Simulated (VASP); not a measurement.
Consider the following.

```
Mg3ZnO4
1.0
    2.99087     0.00000     0.00000
    0.00000     2.99087     0.00000
    0.00000     0.00000     8.44931
Mg Zn O
3 1 4
Direct
  0.50000   0.50000   0.75060
  0.50000   0.50000   0.24940
  0.00000   0.00000   0.50000
  0.00000   0.00000   0.00000
  0.00000   0.00000   0.25265
  0.00000   0.00000   0.74735
  0.50000   0.50000   0.00000
  0.50000   0.50000   0.50000
```

Level of theory: PBEsol GGA, VASP's PBE PAW potentials (set 64) (plane waves; VASP 6.6.1). Settings: 520 eV cut-off, 7×7×3 Γ-centred mesh, Gaussian smearing of 0.010 eV, potentials Mg Zn O.

Question: Give the electronic dielectric tensor ε∞ (DFPT, local fields included).

Answer: 
```
3.71  0.00  0.00
0.00  3.71  0.00
0.00  0.00  3.60
```

Question: Give the Born effective charges.

Answer: 
```json
[
 {"atom": "Mg1", "Z*xx": "1.99", "Z*yy": "1.99", "Z*zz": "1.99", "mean": "1.99"},
 {"atom": "Mg2", "Z*xx": "1.99", "Z*yy": "1.99", "Z*zz": "1.99", "mean": "1.99"},
 {"atom": "Mg3", "Z*xx": "1.96", "Z*yy": "1.96", "Z*zz": "2.20", "mean": "2.04"},
 {"atom": "Zn4", "Z*xx": "2.36", "Z*yy": "2.36", "Z*zz": "2.08", "mean": "2.27"},
 {"atom": "O5", "Z*xx": "-1.94", "Z*yy": "-1.94", "Z*zz": "-2.21", "mean": "-2.03"},
 {"atom": "O6", "Z*xx": "-1.94", "Z*yy": "-1.94", "Z*zz": "-2.21", "mean": "-2.03"},
 {"atom": "O7", "Z*xx": "-2.44", "Z*yy": "-2.44", "Z*zz": "-1.67", "mean": "-2.18"},
 {"atom": "O8", "Z*xx": "-1.98", "Z*yy": "-1.98", "Z*zz": "-2.19", "mean": "-2.05"}
]
```

Question: And the static tensor with the ions free?

Answer: 
```
12.9  0.00  0.00
0.00  12.9  0.00
0.00  0.00  12.3
```

Question: Which frequencies do the optical Γ-point modes have (no LO-TO splitting)?

Answer: 145 (×2), 199 (×2), 227, 256 (×2), 313, 338 (×2), 364, 386, 389 (×2), 399 (×2), 423 (×2), 512, 564, 602 cm⁻¹.

The structure comes from a computed database's Mg3ZnO4 entry (P4/mmm); how it stands against other phases isn't given here. It was relaxed first.
